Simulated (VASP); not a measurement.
## F on Cu(100): which site?

Aim: adsorption energies of F on the high-symmetry sites of Cu(100), at a coverage of 1/4.

Calculated with VASP 6.6.1; RPBE; plane waves and PAW (Cu), in the first sound run; inputs show where later runs differ.

### 1. The starting structure

The structure is cubic, space group Fm-3m (No. 225). Conventional cell: a = 3.680 Å, b = 3.680 Å, c = 3.680 Å, α = 90.00°, β = 90.00°, γ = 90.00°. Nearest to Cu lie 12 Cu at 2.60 Å.

As a file:

```xyz
1
Lattice="0.0000 1.8402 1.8402 1.8402 0.0000 1.8402 1.8402 1.8402 0.0000" Properties=species:S:1:pos:R:3 pbc="T T T"
Cu    0.0000    0.0000    0.0000
```

### 2. The bulk reference

The surface energy counts from the bulk crystal, run with the slab's cutoff and functional on a dense mesh.

File INCAR:

```
SYSTEM = Cu
PREC = Normal
ENCUT = 440
EDIFF = 1E-06
NELM = 120
ISMEAR = 1
SIGMA = 0.15
LREAL = .FALSE.
ALGO = Fast
GGA = RP
NBANDS = 11
LASPH = .TRUE.
LORBIT = 11
LWAVE = .FALSE.
LCHARG = .FALSE.
KPAR = 4
```

File POSCAR:

```
Cu
1.0
    0.0000000000      1.8401661407      1.8401661407
    1.8401661407      0.0000000000      1.8401661407
    1.8401661407      1.8401661407      0.0000000000
Cu
1
Direct
    0.0000000000      0.0000000000      0.0000000000
```

File KPOINTS:

```
Automatic mesh
0
Gamma
22 22 22
0 0 0
```

PAW data sets: Cu (PBE family, release 64).

On the command line:

```console
mpirun -np 4 vasp_std
```

What it wrote:

```text
[banner, memory and clock lines left out]
running    4 mpi-ranks, on    1 nodes
 distrk:  each k-point on    1 cores,    4 groups
 distr:  one band on    1 cores,    1 groups

 POSCAR found type information on POSCAR Cu
 POSCAR found :  1 types and       1 ions
|                                                                             |
|               ----> ADVICE to this user running VASP <----                  |
|                                                                             |
|     You enforced a specific xc type in the INCAR file but a different       |
|     [... a line on the potential file left out ...]
|     I HOPE YOU KNOW WHAT YOU ARE DOING!                                     |
|                                                                             |

 LDA part: xc-table for (Slater+PW92), standard interpolation
 POSCAR, INCAR and KPOINTS ok, starting setup
 FFT: planning ... GRIDC
 FFT: planning ... GRID_SOFT
 FFT: planning ... GRID
 WAVECAR not read
 entering main loop
       N       E                     dE             d eps       ncg     rms          rms(c)
DAV:   1     0.387079712534E+02    0.38708E+02   -0.49256E+03  7706   0.144E+03
DAV:   2    -0.310331065422E+01   -0.41811E+02   -0.39003E+02  7372   0.190E+02
DAV:   3    -0.402722380047E+01   -0.92391E+00   -0.92089E+00  8323   0.356E+01
DAV:   4    -0.403323546250E+01   -0.60117E-02   -0.60109E-02  7984   0.250E+00
DAV:   5    -0.403330211032E+01   -0.66648E-04   -0.66647E-04  8236   0.262E-01    0.719E+00
RMM:   6    -0.358771679835E+01    0.44559E+00   -0.35281E+00  8834   0.376E+01    0.433E+00
RMM:   7    -0.326508769049E+01    0.32263E+00   -0.58476E-01  8770   0.152E+01    0.957E-01
RMM:   8    -0.325647791388E+01    0.86098E-02   -0.11756E-02  8871   0.121E+00    0.304E-01
RMM:   9    -0.325503029445E+01    0.14476E-02   -0.36674E-03  9148   0.126E+00    0.187E-02
RMM:  10    -0.325510104619E+01   -0.70752E-04   -0.47271E-04  9170   0.272E-01    0.162E-02
RMM:  11    -0.325510404932E+01   -0.30031E-05   -0.69623E-05  9292   0.151E-01    0.186E-02
RMM:  12    -0.325510530875E+01   -0.12594E-05   -0.26094E-05  9688   0.741E-02    0.499E-03
RMM:  13    -0.325510574400E+01   -0.43525E-06   -0.63510E-06  7273   0.266E-02
   1 F= -.32551057E+01 E0= -.32551529E+01  d E =0.141516E-03
```

Run time: 3.8 s. Hardware: 4 MPI ranks of AMD EPYC 9R45, shared host; peak memory 0.43 GiB.

The logs omit lines about the potential files and the build; timing stands in the text.

Parts of OUTCAR (step 2):

```text
ion  position               nearest neighbor table
   1  0.000  0.000  0.000-

  LATTYP: Found a face centered cubic cell.
 ALAT       =     3.6803322814

 Subroutine GETGRP returns: Found 48 space group operations
 (whereof 48 operations were pure point group operations)

The static configuration has the point symmetry O_h .

 Found    328 irreducible k-points:

   k-points           NKPTS =    328   k-points in BZ     NKDIM =    328   number of bands    NBANDS=     11

   dimension x,y,z NGX =    14 NGY =   14 NGZ =   14
   dimension x,y,z NGXF=    28 NGYF=   28 NGZF=   28

   ENCUT  =  440.0 eV  32.34 Ry    5.69 a.u.   4.45  4.45  4.45*2*pi/ulx,y,z

   NELECT =      11.0000    total number of electrons

 k-points in reciprocal lattice and weights: Automatic mesh
   0.00000000  0.00000000  0.00000000       0.000
   0.04545455  0.00000000  0.00000000       0.001
   0.09090909  0.00000000  0.00000000       0.001
   0.13636364  0.00000000  0.00000000       0.001
   0.18181818  0.00000000  0.00000000       0.001
   0.22727273  0.00000000  0.00000000       0.001
   0.27272727  0.00000000  0.00000000       0.001
   0.31818182  0.00000000  0.00000000       0.001
   0.36363636  0.00000000  0.00000000       0.001
[...]
-0.27272727  0.45454545  0.22727273       0.002
  -0.27272727  0.50000000  0.22727273       0.001

 average (electrostatic) potential at core
       1 -64.2452

 E-fermi :   7.0816

 k-point     1 :       0.0000    0.0000    0.0000
  band No.  band energies     occupation
    ...
      2       4.2330      2.00000
      3       4.2330      2.00000
      4       4.2330      2.00000
      5       4.9861      2.00000
      6       4.9861      2.00000
      7      29.1995      0.00000
      8      31.5290      0.00000
      9      31.5291      0.00000
     10      31.5291      0.00000
     11      33.9538      0.00000

 k-point     2 :       0.0455    0.0000    0.0000
  band No.  band energies     occupation
    ...
      2       4.2182      2.00000
      3       4.2462      2.00000
      4       4.2463      2.00000
      5       4.9806      2.00000
      6       4.9806      2.00000
      7      28.7747      0.00000
      8      30.4804      0.00000
      9      31.2717      0.00000
     10      31.2717      0.00000
     11      34.3182      0.00000

 k-point     3 :       0.0909    0.0000    0.0000
  band No.  band energies     occupation
    ...
      2       4.1768      2.00000
      3       4.2827      2.00000
      4       4.2827      2.00000
      5       4.9676      2.00000
      6       4.9676      2.00000
      7      27.0165      0.00000
      8      29.8810      0.00000
      9      30.7506      0.00000
     10      30.7506      0.00000
     11      35.1544      0.00000

  Total       -0.0507489     -0.0507489     -0.0507489     -0.0000000      0.0000000     -0.0000000
  in kB       -6.5243284     -6.5243284     -6.5243284     -0.0000000      0.0000000     -0.0000000
  external PRESSURE =      -6.5243284 kB  Pullay stress =       0.0000000 kB

  energy-cutoff  :      440.00
  volume of cell :       12.46
      direct lattice vectors                 reciprocal lattice vectors
     0.000000000  1.840166141  1.840166141    -0.271714596  0.271714596  0.271714596
     1.840166141  0.000000000  1.840166141     0.271714596 -0.271714596  0.271714596
     1.840166141  1.840166141  0.000000000     0.271714596  0.271714596 -0.271714596

 POSITION                                       TOTAL-FORCE (eV/Angst)
 -----------------------------------------------------------------------------------
      0.00000      0.00000      0.00000         0.000000     -0.000000     -0.000000
 -----------------------------------------------------------------------------------
    total drift:                               -0.000000     -0.000000      0.000000

  FREE ENERGIE OF THE ION-ELECTRON SYSTEM (eV)
  ---------------------------------------------------
  free  energy   TOTEN  =        -3.2551057440 eV

  energy  without entropy=       -3.2552472598  energy(sigma->0) =       -3.25515292

 total charge
# of ion       s       p       d       tot
------------------------------------------
    1        0.426   0.343   9.168   9.938

[... 3 further parts left out ...]
```

This run has no spin polarisation. Its electron count is odd, so without a moment it is a metal by construction. The PAW data sets were made with PBE, which is usual practice but a small mismatch for other functionals.

Numbers from this step:

- electronic cycles: 13
- electrons: 11
- free energy (TOTEN): -3.255 eV
- Fermi energy: 7.082 eV
- metallic: yes

Energy at zero smearing: -3.25515 eV.

[end of part 1 of 6]

[Lines on the potential files, build, host, timing and source positions are cut from VASP's logs without a mark.]

[Logs are printed without paths, hosts, clocks, repeated set-up lines and the standing remarks that a program may print on its own settings, such as how far it seeks lower states.]

[Hosts, paths, dates, database ids (printed as entryN), source tags and the programs' standing remarks are cut or masked in the printed files.]

[Runs that stopped without an error message from VASP are left out.]
